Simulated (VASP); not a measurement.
Consider the following.

```yaml
crystal:
  lattice:
    - [1.64205, -2.84412, 0.00000]
    - [1.64205, 2.84412, 0.00000]
    - [0.00000, 0.00000, 5.36286]
  atoms:
    - { symbol: Ga, position: [0.66667, 0.33333, 0.50034] }
    - { symbol: Ga, position: [0.33333, 0.66667, 0.00034] }
    - { symbol: N, position: [0.66667, 0.33333, 0.87666] }
    - { symbol: N, position: [0.33333, 0.66667, 0.37666] }
```

Calculation: vdW-DF2, VASP's PBE PAW potentials (set 64) (plane waves; VASP). Settings: 520 eV cut-off, Gaussian smearing of 0.050 eV, potentials Ga_d N.

Predict the band gap (along the path) with the smallest direct gap where there is one.

```yaml
band gap (along the path): 1.23 eV
smallest direct gap (along the path): 1.23 eV
```

Total energies compare only between runs with the same potentials, cut-off and functional.

The compound is GaN in the wurtzite structure. It was relaxed first, which changed the volume by +10 %.
